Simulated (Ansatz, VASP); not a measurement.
## Cross-check of Cu27O2 (Cu(111)) between VASP and Ansatz

Aim: how closely do two programs agree when they are given the same cell, functional and k mesh? The structure shown is the end of the VASP relaxation below.

Main program and level: Ansatz 0.2.0; plane waves, with VASP 6.6.1 beside it; single point at PBE.

### 1. The starting structure

The cell holds 29 atoms: 27 Cu and 2 O. Cell: a = 7.713 Å, b = 7.713 Å, c = 19.198 Å, α = 90.0°, β = 90.0°, γ = 60.0°. It derives from Cu. As first built, before any earlier steps moved the atoms (in the runner's words): 2 O over fcc sites of a 3 x 3 cell of Cu(111). Vacuum lies along c.

### 2. VASP: relaxation, PBE

This run makes the geometry at which the two programs are then compared.

Lines of VASP's logs that name or quote its potential files are left out, and so is its time.

Contents of INCAR:

```
SYSTEM = Cu27O2
PREC = Normal
ENCUT = 440
EDIFF = 1E-05
NELM = 120
ISMEAR = 1
SIGMA = 0.15
LREAL = Auto
ALGO = Fast
GGA = PE
NBANDS = 184
LASPH = .TRUE.
LORBIT = 11
LWAVE = .FALSE.
LCHARG = .FALSE.
KPAR = 4
NCORE = 2
IBRION = 2
NSW = 45
ISIF = 2
EDIFFG = -0.03
POTIM = 0.4
MAXMIX = 40
IDIPOL = 3
LDIPOL = .TRUE.
DIPOL = 0.5 0.5 0.51
```

Contents of POSCAR:

```
Cu27O2
1.0
    7.7130584664      0.0000000000      0.0000000000
    3.8565292332      6.6797045728      0.0000000000
    0.0000000000      0.0000000000     19.1984572442
Cu O
27 2
Selective dynamics
Direct
    0.1111111100      0.1111111100      0.3906563900  F F F
    0.4444444400      0.1111111100      0.3906563900  F F F
    0.7777777800      0.1111111100      0.3906563900  F F F
    0.1111111100      0.4444444400      0.3906563900  F F F
    0.4444444400      0.4444444400      0.3906563900  F F F
    0.7777777800      0.4444444400      0.3906563900  F F F
    0.1111111100      0.7777777800      0.3906563900  F F F
    0.4444444400      0.7777777800      0.3906563900  F F F
    0.7777777800      0.7777777800      0.3906563900  F F F
    0.8888888900      0.2222222200      0.4986957600  T T T
    0.2222222200      0.2222222200      0.4986957600  T T T
    0.5555555600      0.2222222200      0.4986957600  T T T
    0.8888888900      0.5555555600      0.4986957600  T T T
    0.2222222200      0.5555555600      0.4986957600  T T T
    0.5555555600      0.5555555600      0.4986957600  T T T
    0.8888888900      0.8888888900      0.4986957600  T T T
    0.2222222200      0.8888888900      0.4986957600  T T T
    0.5555555600      0.8888888900      0.4986957600  T T T
    0.0000000000      0.0000000000      0.6064229200  T T T
    0.3333333300      0.0000000000      0.6064229200  T T T
    0.6666666700      0.0000000000      0.6064229200  T T T
    0.0000000000      0.3333333300      0.6064229200  T T T
    0.3333333300      0.3333333300      0.6064229200  T T T
    0.6666666700      0.3333333300      0.6064229200  T T T
    0.0000000000      0.6666666700      0.6064229200  T T T
    0.3333333300      0.6666666700      0.6064229200  T T T
    0.6666666700      0.6666666700      0.6064229200  T T T
    0.1111111100      0.1111111100      0.6663235700  T T T
    0.4444444400      0.4444444400      0.6663235700  T T T
```

Contents of KPOINTS:

```
Automatic mesh
0
Gamma
6 6 1
0 0 0
```

Potentials, in the order of the species: Cu and O (PBE family, release 64).

Started as:

```console
> mpirun -np 8 vasp_std
```

Numbers of over 12 decimals in the logs are rounded to 6 here.

What it wrote:

```text
[banner, memory and clock lines left out]
running    8 mpi-ranks, on    1 nodes
 distrk:  each k-point on    2 cores,    4 groups
 distr:  one band on    2 cores,    1 groups

 POSCAR found type information on POSCAR CuO
 POSCAR found :  2 types and      29 ions
 LDA part: xc-table for (Slater+PW92), standard interpolation
 POSCAR, INCAR and KPOINTS ok, starting setup
 FFT: planning ... GRIDC
 FFT: planning ... GRID_SOFT
 FFT: planning ... GRID
 WAVECAR not read
 entering main loop
       N       E                     dE             d eps       ncg     rms          rms(c)
DAV:   1     0.289390740498E+04    0.28939E+04   -0.11824E+05  2584   0.180E+03
DAV:   2     0.330993111247E+03   -0.25629E+04   -0.24820E+04  2584   0.432E+02
DAV:   3    -0.707681043874E+02   -0.40176E+03   -0.37488E+03  3120   0.214E+02
DAV:   4    -0.128265604791E+03   -0.57498E+02   -0.50684E+02  3808   0.816E+01
DAV:   5    -0.132469139455E+03   -0.42035E+01   -0.41511E+01  3368   0.281E+01    0.414E+01
RMM:   6    -0.119627748757E+03    0.12841E+02   -0.30281E+02  2602   0.107E+02    0.291E+01
RMM:   7    -0.110292143846E+03    0.93356E+01   -0.67211E+01  2590   0.550E+01    0.108E+01
RMM:   8    -0.106184873189E+03    0.41073E+01   -0.56093E+00  2685   0.119E+01    0.622E+00
RMM:   9    -0.105476987974E+03    0.70789E+00   -0.22379E+00  2676   0.695E+00    0.276E+00
RMM:  10    -0.105342108581E+03    0.13488E+00   -0.14548E+00  3028   0.366E+00    0.318E+00
RMM:  11    -0.105262353006E+03    0.79756E-01   -0.25047E-01  2619   0.213E+00    0.195E+00
RMM:  12    -0.105235028727E+03    0.27324E-01   -0.31348E-01  2725   0.229E+00    0.102E+00
RMM:  13    -0.105234911221E+03    0.11751E-03   -0.89942E-02  2698   0.141E+00    0.102E+00
RMM:  14    -0.105220889677E+03    0.14022E-01   -0.28972E-02  2821   0.722E-01    0.633E-01
[...]
RMM:  22    -0.105216550595E+03   -0.17577E-03   -0.53297E-05  1930   0.226E-02    0.758E-03
RMM:  23    -0.105216645615E+03   -0.95019E-04   -0.30375E-05  1673   0.214E-02    0.146E-02
RMM:  24    -0.105216685662E+03   -0.40047E-04   -0.16975E-05  1547   0.174E-02    0.741E-03
RMM:  25    -0.105216777402E+03   -0.91740E-04   -0.12243E-05  1517   0.125E-02    0.898E-03
RMM:  26    -0.105216808392E+03   -0.30990E-04   -0.44791E-06  1485   0.104E-02    0.321E-03
RMM:  27    -0.105216823517E+03   -0.15126E-04   -0.17170E-06  1466   0.485E-03    0.204E-03
RMM:  28    -0.105216843013E+03   -0.19496E-04   -0.13635E-06  1462   0.406E-03    0.233E-03
RMM:  29    -0.105216852327E+03   -0.93141E-05   -0.56103E-07  1382   0.322E-03
   1 F= -.10521685E+03 E0= -.10521145E+03  d E =-.105217E+03
[... from here on, the cycles between the ionic steps are left out ...]
   2 F= -.10531065E+03 E0= -.10530556E+03  d E =-.938009E-01
   6 F= -.10537352E+03 E0= -.10537012E+03  d E =-.515744E-01
   7 F= -.10537763E+03 E0= -.10537430E+03  d E =-.411115E-02
   8 F= -.10538166E+03 E0= -.10537851E+03  d E =-.814162E-02
   9 F= -.10538178E+03 E0= -.10537861E+03  d E =-.826057E-02
  10 F= -.10538179E+03 E0= -.10537863E+03  d E =-.827177E-02
  11 F= -.10538180E+03 E0= -.10537863E+03  d E =-.827261E-02
  12 F= -.10538311E+03 E0= -.10537990E+03  d E =-.131822E-02
  13 F= -.10538311E+03 E0= -.10537990E+03  d E =-.131902E-02
  14 F= -.10538312E+03 E0= -.10537991E+03  d E =-.132749E-02
  15 F= -.10538312E+03 E0= -.10537991E+03  d E =-.132569E-02
  16 F= -.10538425E+03 E0= -.10538094E+03  d E =-.113257E-02
 trial-energy change:   -0.001133  1 .order   -0.001070   -0.001363   -0.000777
 step:   2.6897(harm=  3.8016)  dis= 0.01004  next Energy=  -105.384521 (dE=-0.140E-02)
 bond charge predicted
       N       E                     dE             d eps       ncg     rms          rms(c)
DAV:   1    -0.105383214857E+03    0.10386E-02   -0.51969E-01  2664   0.189E+00    0.982E-02
RMM:   2    -0.105384327656E+03   -0.11128E-02   -0.11705E-02  2863   0.469E-01    0.284E-02
RMM:   3    -0.105384531746E+03   -0.20409E-03   -0.25703E-03  3059   0.177E-01    0.759E-03
RMM:   4    -0.105384557455E+03   -0.25709E-04   -0.34744E-04  3128   0.667E-02    0.829E-03
RMM:   5    -0.105384560892E+03   -0.34377E-05   -0.17097E-05  1533   0.188E-02
  17 F= -.10538456E+03 E0= -.10538117E+03  d E =-.143966E-02
 curvature:  -3.68 expect dE=-0.625E-03 dE for cont linesearch -0.125E-08
 trial: gam= 0.02471 g(F)=  0.170E-03 g(S)=  0.000E+00 ort =-0.862E-06 (trialstep = 0.185E+01)
 search vector abs. value=  0.171E-03
 reached required accuracy - stopping structural energy minimisation
```

Parts of OUTCAR (step 2):

```text
ion  position               nearest neighbor table
   1  0.111  0.111  0.391-  11 2.55  10 2.55  17 2.55   2 2.57   3 2.57   4 2.57   8 2.57   6 2.57
                             7 2.57
   2  0.444  0.111  0.391-  11 2.55  18 2.55  12 2.55   1 2.57   5 2.57   4 2.57   8 2.57   9 2.57
                             3 2.57
   3  0.778  0.111  0.391-  10 2.55  12 2.55  16 2.55   1 2.57   6 2.57   9 2.57   7 2.57   5 2.57
                             2 2.57
   4  0.111  0.444  0.391-  13 2.55  11 2.55  14 2.55   5 2.57   6 2.57   2 2.57   1 2.57   9 2.57
                             7 2.57
   5  0.444  0.444  0.391-  14 2.55  12 2.55  15 2.55   4 2.57   2 2.57   7 2.57   3 2.57   6 2.57
                             8 2.57
   6  0.778  0.444  0.391-  15 2.55  10 2.55  13 2.55   4 2.57   3 2.57   1 2.57   5 2.57   9 2.57
                             8 2.57
   7  0.111  0.778  0.391-  17 2.55  16 2.55  14 2.55   8 2.57   9 2.57   3 2.57   1 2.57   5 2.57
                             4 2.57
   8  0.444  0.778  0.391-  17 2.55  15 2.55  18 2.55   7 2.57   1 2.57   2 2.57   9 2.57   6 2.57
                             5 2.57
   9  0.778  0.778  0.391-  16 2.55  18 2.55  13 2.55   7 2.57   3 2.57   2 2.57   4 2.57   8 2.57
                             6 2.57
  10  0.889  0.222  0.499-  24 2.55  22 2.55  19 2.55   3 2.55   1 2.55   6 2.55  12 2.57  11 2.57
                            17 2.57  16 2.57  15 2.57  13 2.57
  11  0.222  0.222  0.499-  22 2.55  23 2.55  20 2.55   1 2.55   2 2.55   4 2.55  10 2.57  17 2.57
                            18 2.57  13 2.57  12 2.57  14 2.57
  12  0.556  0.222  0.499-  24 2.55  21 2.55  23 2.55   3 2.55   5 2.55   2 2.55  10 2.57  16 2.57
                            18 2.57  11 2.57  15 2.57  14 2.57
  13  0.889  0.556  0.499-  25 2.55  27 2.55  22 2.55   4 2.55   9 2.55   6 2.55  15 2.57  14 2.57
                            18 2.57  16 2.57  11 2.57  10 2.57
  14  0.222  0.556  0.499-  25 2.55  26 2.55  23 2.55   5 2.55   7 2.55   4 2.55  13 2.57  17 2.57
                            16 2.57  15 2.57  12 2.57  11 2.57
  15  0.556  0.556  0.499-  27 2.55  26 2.55  24 2.55   6 2.55   8 2.55   5 2.55  13 2.57  18 2.57
                            10 2.57  17 2.57  14 2.57  12 2.57
  16  0.889  0.889  0.499-  21 2.55  19 2.55  25 2.55   9 2.55   7 2.55   3 2.55  18 2.57  17 2.57
                            13 2.57  14 2.57  12 2.57  10 2.57
  17  0.222  0.889  0.499-  19 2.55  20 2.55  26 2.55   7 2.55   8 2.55   1 2.55  16 2.57  14 2.57
                            11 2.57  10 2.57  15 2.57  18 2.57
  18  0.556  0.889  0.499-  21 2.55  27 2.55  20 2.55   9 2.55   2 2.55   8 2.55  16 2.57  13 2.57
                            15 2.57  12 2.57  11 2.57  17 2.57
  19  0.000  0.000  0.606-  28 1.88  17 2.55  16 2.55  10 2.55  21 2.57  20 2.57  24 2.57  25 2.57
                            26 2.57  22 2.57
  20  0.333  0.000  0.606-  28 1.88  17 2.55  11 2.55  18 2.55  19 2.57  23 2.57  26 2.57  22 2.57
                            27 2.57  21 2.57
  21  0.667  0.000  0.606-  16 2.55  18 2.55  12 2.55  19 2.57  24 2.57  25 2.57  27 2.57  23 2.57
                            20 2.57
  22  0.000  0.333  0.606-  28 1.88  11 2.55  10 2.55  13 2.55  24 2.57  23 2.57  20 2.57  19 2.57
                            27 2.57  25 2.57
  23  0.333  0.333  0.606-  29 1.88  11 2.55  12 2.55  14 2.55  22 2.57  20 2.57  21 2.57  25 2.57
                            24 2.57  26 2.57
  24  0.667  0.333  0.606-  29 1.88  12 2.55  10 2.55  15 2.55  22 2.57  19 2.57  21 2.57  23 2.57
                            27 2.57  26 2.57
  25  0.000  0.667  0.606-  13 2.55  14 2.55  16 2.55  26 2.57  27 2.57  19 2.57  21 2.57  23 2.57
                            22 2.57
  26  0.333  0.667  0.606-  29 1.88  14 2.55  17 2.55  15 2.55  25 2.57  19 2.57  20 2.57  27 2.57
                            24 2.57  23 2.57
  27  0.667  0.667  0.606-  15 2.55  13 2.55  18 2.55  25 2.57  21 2.57  20 2.57  22 2.57  26 2.57
                            24 2.57
  28  0.111  0.111  0.666-  20 1.88  19 1.88  22 1.88
  29  0.444  0.444  0.666-  23 1.88  24 1.88  26 1.88

  LATTYP: Found a hexagonal cell.
 ALAT       =     7.7130584664
 C/A-ratio  =     2.4890848848

 Subroutine GETGRP returns: Found  6 space group operations
 (whereof  2 operations were pure point group operations)

The static configuration has the point symmetry C_1h.
 The point group associated with its full space group is C_3v.

 Found      7 irreducible k-points:

   k-points           NKPTS =      7   k-points in BZ     NKDIM =      7   number of bands    NBANDS=    184

   dimension x,y,z NGX =    40 NGY =   40 NGZ =  100
   dimension x,y,z NGXF=    80 NGYF=   80 NGZF=  200

   ENCUT  =  440.0 eV  32.34 Ry    5.69 a.u.  13.19 13.19 32.84*2*pi/ulx,y,z

   NELECT =     309.0000    total number of electrons

 k-points in reciprocal lattice and weights: Automatic mesh
   0.00000000  0.00000000  0.00000000       0.028
   0.16666667  0.00000000  0.00000000       0.167
   0.33333333  0.00000000  0.00000000       0.167
   0.50000000  0.00000000  0.00000000       0.083
   0.33333333  0.16666667  0.00000000       0.167
   0.50000000  0.16666667  0.00000000       0.333
  -0.33333333  0.33333333  0.00000000       0.056

 dipolmoment           0.000000      0.000000      0.270034 electrons x Angstroem

 average (electrostatic) potential at core
       1 -71.9630       2 -71.9200       3 -71.9200       4 -71.9200       5 -71.9639
       6 -71.9200       7 -71.9200       8 -71.9200       9 -72.0085      10 -72.1838
      11 -72.1839      12 -72.1766      13 -72.2177      14 -72.1766      15 -72.1766
      16 -72.2177      17 -72.1838      18 -72.2177      19 -72.1255      20 -72.1255
      21 -71.8753      22 -72.1255      23 -72.0777      24 -72.0777      25 -71.8753
      26 -72.0777      27 -71.8753      28 -76.4376      29 -76.3237

 E-fermi :  -0.9316

 k-point     1 :       0.0000    0.0000    0.0000
  band No.  band energies     occupation
    ...
    152      -2.0951      2.00000
    153      -1.5856      2.00000
    154      -1.5855      2.00000
    155      -1.3181      2.00163
    156      -1.3180      2.00164
    157      -0.8587      0.27556
    158      -0.4028     -0.00001
    159      -0.2218     -0.00000
    160       0.6934     -0.00000
    161       0.6935     -0.00000
    ...

 k-point     2 :       0.1667    0.0000    0.0000
  band No.  band energies     occupation
    ...
    152      -1.8615      2.00000
    153      -1.5929      2.00000
    154      -1.5819      2.00000
    155      -1.2406      2.01310
    156      -1.1640      2.05082
    157      -0.7175     -0.06149
    158      -0.2666     -0.00000
    159      -0.1310     -0.00000
    160       0.4135     -0.00000
    161       0.6606     -0.00000
    ...

 k-point     3 :       0.3333    0.0000    0.0000
  band No.  band energies     occupation
    ...
    151      -1.6102      2.00000
    152      -1.5643      2.00000
    153      -1.4746      2.00000
    154      -1.2847      2.00434
    155      -1.0375      1.92432
    156      -0.6402     -0.01918
    157      -0.3817     -0.00000
    158      -0.2177     -0.00000
    159       0.0180     -0.00000
    160       0.0787     -0.00000
    ...

  Total       -6.7040098     -6.7040098     -1.7392053      0.0000000      0.0000000      0.0000000
  in kB      -10.8591296    -10.8591296     -2.8171581      0.0000000      0.0000000      0.0000000
  external PRESSURE =      -8.1784724 kB  Pullay stress =       0.0000000 kB

  energy-cutoff  :      440.00
  volume of cell :      989.12
      direct lattice vectors                 reciprocal lattice vectors
     7.713058466  0.000000000  0.000000000     0.129650255 -0.074853610  0.000000000
     3.856529233  6.679704573  0.000000000     0.000000000  0.149707220  0.000000000
     0.000000000  0.000000000 19.198457244     0.000000000  0.000000000  0.052087519

 POSITION                                       TOTAL-FORCE (eV/Angst)
 -----------------------------------------------------------------------------------
      1.28551      0.74219      7.50000         0.000000     -0.000000      0.095067
      3.85653      0.74219      7.50000        -0.022334      0.010604     -0.024599
      6.42755      0.74219      7.50000         0.022334      0.010604     -0.024599
      2.57102      2.96876      7.50000        -0.001984     -0.024644     -0.024599
      5.14204      2.96876      7.50000         0.000000     -0.000000     -0.101580
      7.71306      2.96876      7.50000         0.001984     -0.024644     -0.024599
      3.85653      5.19533      7.50000         0.020350      0.014040     -0.024599
      6.42755      5.19533      7.50000        -0.020350      0.014040     -0.024599
      8.99857      5.19533      7.50000         0.000000     -0.000000      0.102555
      7.69998      1.49193      9.59355        -0.009440      0.005450     -0.006913
      2.58410      1.49193      9.59355         0.009440      0.005450     -0.006913
      5.14204      1.48333      9.56995         0.000000     -0.004502     -0.002377
      8.99857      3.67923      9.56680         0.000000     -0.023616      0.005550
      3.85562      3.71147      9.56995        -0.003899      0.002251     -0.002377
      6.42846      3.71147      9.56995         0.003899      0.002251     -0.002377
     10.31154      5.95337      9.56680         0.020452      0.011808      0.005550
      5.14204      5.92241      9.59355         0.000000     -0.010901     -0.006913
      7.68559      5.95337      9.56680        -0.020452      0.011808      0.005550
     11.50092      6.64006     11.69683         0.011273      0.006508      0.005838
      6.49622      6.64006     11.69683        -0.011273      0.006508      0.005838
      8.99857      6.64234     11.59350         0.000000      0.016486      0.002261
      8.99857      2.30586     11.69683         0.000000     -0.013016      0.005838
      3.82169      2.20646     11.67672        -0.001811     -0.001046      0.002867
      6.46239      2.20646     11.67672         0.001811     -0.001046      0.002867
     10.25172      4.47182     11.59350         0.014277     -0.008243      0.002261
      5.14204      4.49336     11.67672         0.000000      0.002091      0.002867
      7.74542      4.47182     11.59350        -0.014277     -0.008243      0.002261
      1.28551      0.74219     12.76273         0.000000     -0.000000      0.006828
      5.14204      2.96876     12.80073         0.000000     -0.000000      0.023042
 -----------------------------------------------------------------------------------
    total drift:                               -0.000669     -0.000386     -0.072970

  FREE ENERGIE OF THE ION-ELECTRON SYSTEM (eV)
  ---------------------------------------------------
  free  energy   TOTEN  =      -105.3845608924 eV

  energy  without entropy=     -105.3743841114  energy(sigma->0) =     -105.38116863

 reached required accuracy - stopping structural energy minimisation

 vacuum level on the upper side and lower side of the slab         4.633         3.665

 total charge
# of ion       s       p       d       tot
------------------------------------------
    1        0.438   0.287   9.183   9.908
    2        0.453   0.285   9.185   9.923
    3        0.453   0.285   9.185   9.923
    4        0.453   0.285   9.185   9.923
    5        0.442   0.289   9.187   9.917
    6        0.453   0.285   9.185   9.923
    7        0.453   0.285   9.185   9.923
    8        0.453   0.285   9.185   9.923
    9        0.441   0.286   9.185   9.912
   10        0.441   0.362   9.182   9.985
   11        0.441   0.362   9.182   9.985
   12        0.440   0.359   9.191   9.990
   13        0.441   0.374   9.183   9.997
   14        0.440   0.359   9.191   9.990
   15        0.440   0.359   9.191   9.990
   16        0.441   0.374   9.183   9.997
   17        0.441   0.362   9.182   9.985
   18        0.441   0.374   9.183   9.997
   19        0.446   0.381   9.156   9.983
   20        0.446   0.381   9.156   9.983
   21        0.450   0.304   9.202   9.956
   22        0.446   0.381   9.156   9.983
   23        0.429   0.367   9.174   9.971
   24        0.429   0.367   9.174   9.971
   25        0.450   0.304   9.202   9.956
   26        0.429   0.367   9.174   9.971
   27        0.450   0.304   9.202   9.956
   28        1.592   3.332   0.000   4.924
   29        1.590   3.333   0.000   4.923
--------------------------------------------------
tot         15.162  15.680 247.931 278.773

[... 3 further parts left out ...]
```

This run has no spin polarisation, so a moment on Cu, if there is one, isn't seen. Its electron count is odd, so without a moment it is a metal by construction. The run keeps the 6 symmetry operations of its start, so it cannot find a distortion of lower symmetry.

(Part 1 of 2 ends here.)

[Lines on the potential files, build, host, timing and source positions are cut from VASP's logs without a mark.]

[Logs are printed without paths, hosts, clocks, repeated set-up lines and the standing remarks that a program may print on its own settings, such as how far it seeks lower states.]

[Hosts, paths, dates, database ids (printed as entryN), source tags and the programs' standing remarks are cut or masked in the printed files.]
